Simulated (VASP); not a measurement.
A run of VASP 6.6.1:

POSCAR

```
HgPt3
1.0
    4.0725700000      0.0000000000      0.0000000000
    0.0000000000      4.0725700000      0.0000000000
    0.0000000000      0.0000000000      4.0725700000
Hg Pt
1 3
Direct
    0.0000000000      0.0000000000      0.0000000000
    0.0000000000      0.5000000000      0.5000000000
    0.5000000000      0.5000000000      0.0000000000
    0.5000000000      0.0000000000      0.5000000000
```

The input INCAR.step1:

```
SYSTEM = HgPt3
PREC = Accurate
ENCUT = 520
ISMEAR = -1
SIGMA = 0.05
LREAL = .False.
LASPH = .True.
NELM = 100
NBANDS = 29
GGA = PE
ALGO = Normal
EDIFF = 1E-4
LWAVE = .True.
LCHARG = .False.
```

The input INCAR.step2:

```
SYSTEM = HgPt3
PREC = Accurate
ENCUT = 520
EDIFF = 1E-8
ISMEAR = -1
SIGMA = 0.05
LREAL = .False.
LASPH = .True.
NELM = 100
ALGO = Normal
ISIF = 2
LWAVE = .False.
LCHARG = .False.
METAGGA = R2SCAN
LMIXTAU = .True.
LEFG = .True.
NBANDS = 29
ISTART = 1
```

Contents of KPOINTS:

```
regular mesh
0
Gamma
  10 10 10
  0 0 0
```

Potentials or basis: VASP PAW PBE potentials, release 64 (Hg, Pt).

Command:

```console
$ cat potpaw_PBE.64/Hg/POTCAR potpaw_PBE.64/Pt/POTCAR > POTCAR
$ cp INCAR.step1 INCAR
$ mpirun -np 1 vasp_std > vasp.out
$ cp INCAR.step2 INCAR
$ mpirun -np 1 vasp_std > vasp.out
```

Hardware: 1 thread of Intel(R) Xeon(R) 6975P-C (Granite Rapids), with other jobs on the host.

Q: How long does it take, and how much memory?

A: Run time: 2.5 min on 1 thread of Intel(R) Xeon(R) 6975P-C (Granite Rapids), on a shared host, peak memory 0.24 GiB. Counts: scf iterations 13, k points 56.
